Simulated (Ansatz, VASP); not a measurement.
# Si2Mo in two plane-wave programs, part 2 of 2

One calculation is typed for both programs; each brings its own data sets. How far apart do they land? The cell is taken from a series of runs on this material, whose earlier steps may have relaxed, scaled, displaced or heated it; both programs get it as it stands.

VASP 6.6.1 and Ansatz 0.2.0.

So far: Set-up; VASP: zone-centre phonons, PBEsol.

### 3. Ansatz: zone-centre phonons, PBEsol

Level of this step: Ansatz beside VASP: Kohn-Sham DFT, plane waves, PBEsol (Ansatz).

Ansatz runs on its PAW soft_1 files.

The same cell, functional, mesh and smearing now go to Ansatz, which takes its cutoff from its data sets.

The input, input.yaml:

```yaml
crystal:
  lattice:
    - [-1.5924391327, 1.5924391327, 3.9493874495]
    - [1.5924391327, -1.5924391327, 3.9493874495]
    - [1.5924391327, 1.5924391327, -3.9493874495]
  atoms:
    - { symbol: Si, position: [0.3353196908, 0.3353196908, 0.0] }
    - { symbol: Si, position: [0.6646803092, 0.6646803092, 0.0] }
    - { symbol: Mo, position: [0.0, 0.0, 0.0] }
kpoints:
  mp_grid: { grid: [20, 20, 20] }
hamiltonian:
  xc: pbesol
  pseudopotentials: { kind: paw, azcp: { folder: soft_1 }, xc_functional: pbe }
scf:
  occupations: { method: methfessel_paxton, width: 0.2 }
output:
  eigenvalues: true
phonons:
  method: dfpt
```

On the command line:

```
> ansatz run input.yaml --threads 4 --pin off --max-ram 10240MiB --backend cpu --events-out ev --progress --plain --runs-dir out
```

Numbers of over 12 decimals in the logs are rounded to 6 here.

What it wrote:

```text
zone centre: on kpoints.mp_grid the ground state, and the responses unless they are solved on pairs of k-points, stand on 1166 of the mesh's 8000 k-points, reduced under 4 symmetry operations, with k and −k counted as one. Each operation leaves every solved displacement unchanged or reverses it
Engine: ansatz 0.2.0, aarch64-unknown-linux-gnu
Pseudopotentials: kind: paw
Pseudopotential: Si, paw, valence charge 4, recommended cutoff 420 eV (normal), soft_1/Si.paw.azcp
Pseudopotential: Mo, paw, valence charge 14, recommended cutoff 420 eV (normal), soft_1/Mo.paw.azcp
Functional definition: PBEsol
  exchange = pbesol_x
  correlation = pbesol_c
Crystal: 3 atoms, lattice volume = 40.060 Å³
Basis set: ecut = 420 eV, 769 PW (Γ), exchange–correlation on 64×64×64 points (8 copies of the dense FFT grid, shifted against one another)
Bands: 15, of which v1, the nominal top of the filled ones, is band 11 counted from 1 (10 counted from 0)
Symmetry: 16 space group operations
k-points: 1166 of 8000 (irreducible under 4 space group operations, time reversal used)
Non-local potential: Si, projectors of the file, l = 0: 2, l = 1: 2, l = 2: 1
Non-local potential: Mo, projectors of the file, l = 0: 3, l = 1: 2, l = 2: 2, l = 3: 1
PAW form: soft (Blöchl's): semilocal exchange-correlation on the pseudo side does not see the compensation charge
PAW frozen core: Si, regenerated for the run's functional, and the local potential with it (the file was generated under x = pbe(κ = 0.804, μ = 0.219515), c = pbe(β = 0.066725))
PAW frozen core: Mo, regenerated for the run's functional, and the local potential with it (the file was generated under x = pbe(κ = 0.804, μ = 0.219515), c = pbe(β = 0.066725))
PAW one-centre angular grid: Si, 110 points (default); XC on 64 Gauss nodes
PAW one-centre angular grid: Mo, 590 points (default); XC on 64 Gauss nodes
Initial density: superposition of atomic densities (chi_scale 0.1, normalization cell, long waves kept (reshape's long-wave potential 0.00 eV rms))
Initial wavefunctions: pseudopotential atomic-orbital guess
Functional: x = pbesol(κ = 0.804, μ = 0.123457), c = pbesol(β = 0.046)
SCF iter   1: F=—  HF=-6143.564595 eV  |F-HF|=—  |Δ(HF+E_count)|=         —  Δρ=9.34e-2  dr2=5.24e0  ethr=3.10e-3  ⟨swp⟩=5.3  Hψ=100127  notcnv=0
preconditioner: auto → Kerker (q_TF=auto, 2.469 Å⁻¹)  [metal: Δε(μ)=0.008 eV  Ē_g=8.144 eV  σ=0.200 eV  W_gap=0.03  n_scr=10 (ndim 8)  ℏωp=22.0 eV  f_vac=0.000  D(μ)=0.60/eV (n_scr^D=2)]
SCF iter   2: F=—  HF=-6142.368795 eV  |F-HF|=—  |Δ(HF+E_count)|=    1.20e0  S|Δr|=    0.00e0  Δρ=3.13e-2  dr2=2.90e-1  ethr=3.10e-3  ⟨swp⟩=2.2  Hψ=43391  notcnv=0
SCF iter   3: F=—  HF=-6142.310978 eV  |F-HF|=—  |Δ(HF+E_count)|=   5.78e-2  S|Δr|=    0.00e0  Δρ=1.48e-2  dr2=6.76e-2  ethr=1.32e-3  ⟨swp⟩=2.2  Hψ=24772  notcnv=0
SCF iter   4: F=—  HF=-6142.294974 eV  |F-HF|=—  |Δ(HF+E_count)|=   1.60e-2  S|Δr|=    0.00e0  Δρ=2.59e-3  dr2=2.87e-3  ethr=3.07e-4  ⟨swp⟩=2.5  Hψ=25611  notcnv=0
SCF iter   5: F=—  HF=-6142.294144 eV  |F-HF|=—  |Δ(HF+E_count)|=   8.29e-4  S|Δr|=    0.00e0  Δρ=3.17e-4  dr2=7.09e-5  ethr=1.31e-5  ⟨swp⟩=2.8  Hψ=28784  notcnv=0
SCF iter   6: F=—  HF=-6142.294130 eV  |F-HF|=—  |Δ(HF+E_count)|=   1.41e-5  S|Δr|=    0.00e0  Δρ=2.81e-5  dr2=3.62e-7  ethr=3.22e-7  ⟨swp⟩=2.3  Hψ=22899  notcnv=0
SCF iter   7: F=—  HF=-6142.294131 eV  |F-HF|=—  |Δ(HF+E_count)|=   3.79e-7  S|Δr|=    0.00e0  Δρ=4.78e-6  dr2=9.63e-9  ethr=1.64e-9  ⟨swp⟩=2.3  Hψ=25603  notcnv=0
SCF iter   8: F=—  HF=-6142.294131 eV  |F-HF|=—  |Δ(HF+E_count)|=   1.55e-9  S|Δr|=    0.00e0  Δρ=6.90e-7  dr2=1.40e-10  ethr=4.38e-11  ⟨swp⟩=2.4  Hψ=29932  notcnv=0
SCF iter   9: F=-6142.294131 eV  HF=-6142.294131 eV  |F-HF|=4.55e-12  |Δ(HF+E_count)|=  3.91e-11  S|Δr|=    0.00e0  Δρ=1.16e-7  dr2=5.58e-12  ethr=1.00e-12  ⟨swp⟩=5.3  Hψ=74039  notcnv=0
the search or the solves at the SCF's close seem to have found levels that the self-consistency loop had missed (the run counts 1). By its estimate they hold under 1e-12 electrons; where the run keeps them, the occupations were computed again with them
SCF 1 converged in 9 iterations: F = -6142.294131 eV  dr2 = 5.58e-12
  greatest PAW one-centre occupation: 0.999 electrons in one spin orbital (limit 2), on the Mo atom at site 2 (counted from 0), in its partial waves of l = 0
DFPT response loops at Γ: preconditioner auto → Kerker (q_TF=auto, 2.469 Å⁻¹) (partly filled bands, converged f_vac=0.000); β = 1.00, the filter's whole step (`scf.mixing.beta` (0.50) is not read by the response loops under this deck's `scf.mixing.preconditioner`; to damp them name `kerker` or `kerker_dos`, under which they read `scf.mixing.beta`, and type it under 1.00, their step now; both keys bind the ground state too); Broyden in place of MSR1
SCF converged after 9 iterations
Stability not checked: this state was not tested for a lower state beside it, because cold or Methfessel-Paxton smearing, or corrected tetrahedra, fill the levels in a way that the test cannot read (fill_not_monotonic; see scf.lower_state_search)
Free energy (F): -6142.294131 eV
Harris-Foulkes:  -6142.294131 eV  (|F-HF|=4.55e-12)
Internal energy: -6142.294933 eV  (E = F + TS)
E sigma→0 (E₀):  -6142.294331 eV
Entropy (-TS):   0.000803 eV (0.268 meV/atom)
Fermi energy:    15.966290 eV
--- Per-component energies (eV) ---
  E_band       = -46.766867
  E_kinetic    = 512.390161
  E_local      = -1131.554380  (includes V_loc(G=0)·N_el)
  E_nonlocal   = 194.674188
  E_hartree    = 431.471786
  E_xc         = -291.676640
  E_vxc        = -320.989647  (∫ρ·V_xc dr)
  E_paw        = -4149.931058  (= ΣΔE_a)
  E_vpaw       = -164.230851  (= ΣTr[D̂ρ^β])
  E_aug_tail   = 0.000119  (compensation charges beyond the density's cutoff)
  E_ewald      = -1707.941530
  E_core_change = 0.272421  (= ΣΔE_core)
  E_smearing   = 0.000803  (= −TS)
  E_closure    = 0.000000  (closes the sum)
  Σ components = -6142.294131   (vs F -6142.294131, Δ=0.00e0)
--- Band table (eV; the first three rows and the last of 1166) ---
  k-point 0: bands = [... 7 lower, 12.8184, 13.3812, 13.3812, 16.3811, 19.1277, 19.2123, 19.5544, 19.5544]
  k-point 1: bands = [... 7 lower, 12.8418, 13.1714, 13.6922, 16.0740, 18.9147, 19.2875, 19.4228, 19.5911]
  k-point 2: bands = [... 7 lower, 12.6489, 12.9138, 14.1893, 15.3132, 18.4542, 19.3375, 19.5518, 19.6818]
  k-point 1165: bands = [... 7 lower, 13.7474, 15.3547, 15.3547, 15.5686, 15.5686, 16.5058, 20.4849, 21.0619]
--- Phonons (Γ-DFPT): 4 representative perturbations + reference, on 1166 of 8000 k-points (Σ response iterations 12) ---
  k mesh reduced under 4 symmetry operations, with k and −k counted as one. Each operation leaves every solved displacement unchanged or reverses it
  ASR residual: 3.608e-5 → 0.000e0 eV/Å²; symmetrization residual: 3.066e-6 eV/Å²
  ASR residual per site (eV/Å²): 3.61e-5 3.61e-5 2.16e-5
  Γ frequencies (cm⁻¹): 0.00 0.00 0.00 277.11 277.11 306.78 330.76 330.76 424.26
  non-analytic LO–TO correction: not included (Born effective charges unavailable; polar crystals: no LO–TO splitting at Γ)
```

### 4. Comparison

Known differences besides the potentials themselves: the cutoff is 420 eV in Ansatz and 500 eV in VASP; Ansatz makes its cores anew for this functional, VASP keeps those of its PBE data sets. Total energies have different zeros and are not compared.

Compared:

| quantity | Ansatz | VASP | difference |
| --- | --- | --- | --- |
| optical mode 1 to 2 (cm⁻¹) | 277.1 | 278.4 | -0.45 % |
| optical mode 3 (cm⁻¹) | 306.8 | 308.1 | -0.42 % |
| optical mode 4 to 5 (cm⁻¹) | 330.8 | 331.6 | -0.24 % |
| optical mode 6 (cm⁻¹) | 424.3 | 424.8 | -0.13 % |

Modes are paired by rising frequency, not by their patterns, so a pair may set unlike modes beside each other; they are those without the splitting of longitudinal modes.

### 5. Summary of results

- r.m.s. difference of the optical zone-centre modes, each program's sorted by frequency (zone-centre phonons, PBEsol): 1.0 cm⁻¹

What this shows: The r.m.s. difference of the optical zone-centre modes, each program's sorted by frequency is 1.0 cm⁻¹ (zone-centre phonons, PBEsol). Such differences can come from data sets, numerical settings and the points named under the comparisons, not from the functional's error against experiment.

[Lines on the potential files, build, host, timing and source positions are cut from VASP's logs without a mark.]

[Logs are printed without paths, hosts, clocks, repeated set-up lines and the standing remarks that a program may print on its own settings, such as how far it seeks lower states.]

[Hosts, paths, dates, database ids (printed as entryN), source tags and the programs' standing remarks are cut or masked in the printed files.]
